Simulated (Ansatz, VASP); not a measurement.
# Mg (Magnesium): VASP beside Ansatz, part 2 of 2

Wanted: the spread between two codes on one cell, functional and k mesh. The cell is taken from a series of runs on this material, whose earlier steps may have relaxed, scaled, displaced or heated it; both programs get it as it stands.

VASP 6.6.1 and Ansatz 0.2.0.

So far: Starting point; VASP: zone-centre phonons, PBEsol, pair 1; Ansatz: zone-centre phonons, PBEsol, pair 1; Side by side.

**5. Ansatz: zone-centre phonons, PBEsol, pair 2**

Level of this step: Ansatz beside VASP: Kohn-Sham DFT, plane waves, PBEsol (Ansatz).

Second derivatives magnify differences that forces hide, and they need a tight electronic threshold. The cell compared in this pair holds 46.78 Å³, against 45.88 Å³ for the pair before.

The cell is taken from a series of runs on this material, whose earlier steps may have relaxed, scaled, displaced or heated it; both programs get it as it stands.

input.yaml

```yaml
crystal:
  lattice:
    - [3.2333976054, 0.0, 0.0]
    - [-1.6166988027, 2.8002044669, 0.0]
    - [0.0, 0.0, 5.1663569082]
  atoms:
    - { symbol: Mg, position: [0.3333333333, 0.6666666667, 0.25] }
    - { symbol: Mg, position: [0.6666666667, 0.3333333333, 0.75] }
kpoints:
  mp_grid: { grid: [15, 15, 8] }
hamiltonian:
  xc: pbesol
  pseudopotentials: { kind: paw, azcp: { folder: soft_1 }, xc_functional: pbe }
scf:
  occupations: { method: methfessel_paxton, width: 0.2 }
output:
  eigenvalues: true
phonons:
  method: dfpt
```

Command:

```
$ ansatz run input.yaml --threads 4 --pin off --max-ram 10240MiB --backend cpu --events-out ev --progress --plain --runs-dir out
```

Numbers of over 12 decimals in the logs are rounded to 6 here.

Output:

```text
[...]
Crystal: 2 atoms, lattice volume = 46.777 Å³
Basis set: ecut = 420 eV, 941 PW (Γ), exchange–correlation on 48×48×72 points (8 copies of the dense FFT grid, shifted against one another)
Bands: 14, of which v1, the nominal top of the filled ones, is band 10 counted from 1 (9 counted from 0)
Symmetry: 24 space group operations
k-points: 320 of 1800 (irreducible under 4 space group operations, time reversal used)
[...]
k-point 1: bands = [... 6 lower, -37.1926, -37.1926, -1.3452, 2.7956, 5.5217, 16.1327, 16.1327, 16.1659]
  k-point 2: bands = [... 6 lower, -37.1931, -37.1931, -1.0800, 1.6970, 7.0778, 14.6069, 16.3395, 16.3395]
  k-point 319: bands = [... 6 lower, -37.1985, -37.1985, 3.0341, 3.0341, 7.8152, 7.8152, 9.2258, 9.2258]
[...]
ASR residual: 2.034e-4 → 0.000e0 eV/Å²; symmetrization residual: 1.287e-13 eV/Å²
  ASR residual per site (eV/Å²): 2.03e-4 2.03e-4
  Γ frequencies (cm⁻¹): 0.00 0.00 0.00 124.99 124.99 239.34
[...]
[key lines of the parts left out:]
SCF converged after 7 iterations
Free energy (F): -3824.097143 eV
Fermi energy:    5.405862 eV
```

**6. VASP: zone-centre phonons, PBEsol, pair 2**

The same cell, functional, mesh and smearing now go to VASP, with its own data sets.

INCAR

```
SYSTEM = Mg
PREC = Accurate
ENCUT = 600
EDIFF = 1E-08
NELM = 120
ISMEAR = 1
SIGMA = 0.2
LREAL = .FALSE.
ALGO = Normal
GGA = PS
NBANDS = 8
LORBIT = 11
LWAVE = .FALSE.
LCHARG = .FALSE.
ISIF = 2
IBRION = 8
LASPH = .TRUE.
GGA_COMPAT = .FALSE.
KPAR = 2
```

POSCAR

```
Mg
1.0
    3.2333976054      0.0000000000      0.0000000000
   -1.6166988027      2.8002044669      0.0000000000
    0.0000000000      0.0000000000      5.1663569082
Mg
2
Direct
    0.3333333333      0.6666666667      0.2500000000
    0.6666666667      0.3333333333      0.7500000000
```

KPOINTS

```
Automatic mesh
0
Gamma
15 15 8
0 0 0
```

The projector-augmented-wave data sets are Mg (PBE family, release 64).

Command:

```
$ mpirun -np 2 vasp_std
```

Output:

```text
[banner, memory and clock lines left out]
running    2 mpi-ranks, on    1 nodes
[...]
[... a notice as in an earlier step ...]

 LDA part: xc-table for (Slater+PW92), standard interpolation
 POSCAR, INCAR and KPOINTS ok, starting setup
[...]
entering main loop
       N       E                     dE             d eps       ncg     rms          rms(c)
DAV:   1    -0.855846074909E+00   -0.85585E+00   -0.13633E+03  2160   0.390E+02
DAV:   2    -0.344560303900E+01   -0.25898E+01   -0.25426E+01  2944   0.225E+01
DAV:   3    -0.346012813135E+01   -0.14525E-01   -0.14513E-01  2952   0.220E+00
DAV:   4    -0.346017215700E+01   -0.44026E-04   -0.44025E-04  3144   0.979E-02
[...]
DAV:  10    -0.343997400608E+01    0.16361E-06   -0.38623E-09  3272   0.385E-04    0.138E-04
DAV:  11    -0.343997399037E+01    0.15703E-07   -0.23743E-10  1528   0.127E-04    0.102E-05
DAV:  12    -0.343997398960E+01    0.77551E-09   -0.30271E-12  1456   0.110E-05
   1 F= -.34399740E+01 E0= -.34393292E+01  d E =-.193433E-02
[...]
RMM:   8    -0.125560316877E-02   -0.12916E-08   -0.13214E-10 14560   0.194E-06    0.385E-07
 first order change of Fermi-energy   0.25823E-06
 force on displaced ion       1 direction 1 :  -0.703   0.000   0.000
 Linear response progress:
  Degree of freedom:   2/  2
       N       E                     dE             d eps       ncg     rms          rms(c)
RMM:   1    -0.118153201225E-01   -0.11815E-01   -0.61466E-02  6939   0.291E-01
RMM:   2    -0.393909472758E-02    0.78762E-02   -0.87531E-04  4744   0.409E-02    0.286E-02
RMM:   3    -0.384435352414E-02    0.94741E-04    0.24776E-06  4776   0.130E-02    0.134E-02
RMM:   4    -0.387380305476E-02   -0.29450E-04   -0.61428E-06  4837   0.742E-03    0.516E-03
RMM:   5    -0.387161172797E-02    0.21913E-05   -0.13633E-06  4832   0.411E-03    0.277E-04
RMM:   6    -0.387183774416E-02   -0.22602E-06    0.12469E-06  4989   0.277E-04    0.154E-04
RMM:   7    -0.387219236668E-02   -0.35462E-06    0.21119E-07  5026   0.104E-04    0.552E-06
RMM:   8    -0.387222737622E-02   -0.35010E-07    0.22363E-07  5195   0.109E-05    0.206E-06
RMM:   9    -0.387223642939E-02   -0.90532E-08    0.45484E-08  4902   0.238E-06    0.657E-07
 first order change of Fermi-energy  -0.27449E-05
 force on displaced ion       1 direction 3 :   0.000  -0.000  -2.576
 Linear response finished
```

OUTCAR, selected parts (step 6):

```text
  Total       -0.4066188     -0.4066188     -0.4103548     -0.0000000      0.0000000      0.0000000
  in kB      -13.9272292    -13.9272292    -14.0551946     -0.0000000      0.0000000      0.0000000
  external PRESSURE =     -13.9698843 kB  Pullay stress =       0.0000000 kB

 POSITION                                       TOTAL-FORCE (eV/Angst)
 -----------------------------------------------------------------------------------
     -0.00000      1.86680      1.29159        -0.000000     -0.000000      0.000000
      1.61670      0.93340      3.87477         0.000000      0.000000      0.000000
 -----------------------------------------------------------------------------------
    total drift:                                0.000000     -0.000000      0.000000

[... 1 part as in an earlier step ...]

[... 1 further part left out ...]
```

**7. Differences**

What differs besides the data sets and the points named for the pairs above, as far as they apply: the data sets hold 20 valence electrons in Ansatz (on its PAW soft_1 files) and 4 in VASP. Total energies have different zeros and are not compared.

The two programs side by side:

| quantity | Ansatz | VASP | difference |
| --- | --- | --- | --- |
| optical mode 1 to 2 (cm⁻¹) | 125.0 | 125.4 | -0.33 % |
| optical mode 3 (cm⁻¹) | 239.3 | 240.1 | -0.32 % |

Modes are paired by rising frequency, not by their patterns, so a pair may set unlike modes beside each other; they are those without the splitting of longitudinal modes.

**8. Outcome**

| Item | Value |
| --- | --- |
| r.m.s. difference of the optical zone-centre modes, each program's sorted by frequency (zone-centre phonons, PBEsol, pair 1) | 0.61 cm⁻¹ |
| r.m.s. difference of the optical zone-centre modes, each program's sorted by frequency (zone-centre phonons, PBEsol, pair 2) | 0.55 cm⁻¹ |

The r.m.s. difference of the optical zone-centre modes, each program's sorted by frequency is 0.61 cm⁻¹ (zone-centre phonons, PBEsol, pair 1). The data sets hold unlike numbers of valence electrons (20 in Ansatz and 4 in VASP), so part of the differences comes from the potentials. How closely two codes agree says nothing of how well the functional describes the real material.

[Lines on the potential files, build, host, timing and source positions are cut from VASP's logs without a mark.]

[Logs are printed without paths, hosts, clocks, repeated set-up lines and the standing remarks that a program may print on its own settings, such as how far it seeks lower states.]

[Hosts, paths, dates, database ids (printed as entryN), source tags and the programs' standing remarks are cut or masked in the printed files.]
